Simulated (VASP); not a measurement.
Method: PBE GGA, VASP's PBE PAW potentials (set 64) (plane waves; VASP).

VASP ran on this input.

**INCAR**
```
! general
SYSTEM  = CoSi2
PREC    = Accurate
ENCUT   = 400   ! plane-wave cut-off (eV)
LREAL   = .FALSE.   ! projection in real space or not
LASPH   = .TRUE.   ! aspherical one-centre terms

! electronic loop
EDIFF   = 1E-6
NELM    = 100   ! most electronic steps
ALGO    = Normal
LMAXMIX = 4   ! l cut-off of mixed one-centre charges

! smearing
ISMEAR  = 1
SIGMA   = 0.1   ! width (eV)

! functional
GGA     = PE   ! PBE

! ions
ISIF    = 2   ! forces and stress, cell fixed

! output
LWAVE   = .FALSE.
LCHARG  = .FALSE.
```

### POSCAR
```
CoSi2
1
    0.0000000000     2.6535740000     2.7119450000
    2.6229830000     0.0000000000     2.7119450000
    2.6229830000     2.6535740000     0.0000000000
Co Si
1 2
Direct
  0.0000000000   0.0000000000   0.0000000000
  0.2500000000   0.2500000000   0.2500000000
  0.7399360000   0.7600640000   0.7600640000
```

**KPOINTS**
```
K-points
0
G
 15 15 15
0 0 0
```

POTCAR, in this order: Co Si (PBE.64 set). Program: vasp_std.

Gaps are read on the run's mesh, which can miss a band edge.

Q: What does the run give for the energy per atom (σ→0), pressure, largest force, band gap (on the k-mesh)?

A: 
```yaml
energy per atom (σ→0): -6.423 eV/atom
band gap (on the k-mesh): none (metal, semimetal or under 0.01 eV)
pressure: 3.52 GPa
largest_force: 0.504 eV/Å
```

File OSZICAR:
```
...
DAV:   7    -0.192776919496E+02    0.48530E+01   -0.16948E+01 28196   0.107E+02    0.361E+00
DAV:   8    -0.193026416993E+02   -0.24950E-01   -0.10413E+00 25268   0.838E+00    0.189E+00
DAV:   9    -0.192678600722E+02    0.34782E-01   -0.10430E-01 27404   0.691E+00    0.447E-01
DAV:  10    -0.192678803380E+02   -0.20266E-04   -0.57639E-03 26200   0.781E-01    0.561E-02
DAV:  11    -0.192678685263E+02    0.11812E-04   -0.24254E-04 32456   0.249E-01    0.390E-02
DAV:  12    -0.192678881112E+02   -0.19585E-04   -0.43791E-05 23212   0.676E-02    0.223E-02
DAV:  13    -0.192678885554E+02   -0.44426E-06   -0.22440E-06 24432   0.129E-02
   1 F= -.19267889E+02 E0= -.19267913E+02  d E =0.745199E-04
```

The compound is CoSi2 in the fluorite structure. The cell was not relaxed at this level, atoms are displaced from their ideal sites. The run is one of a series of settings (KPOINTS 15×15×15 Γ-centred mesh against the base run), some of them coarse on purpose. The run is not spin-polarised, so no magnetic state was tried. The electron count is odd and the run is not spin-polarised, which forces a metal.
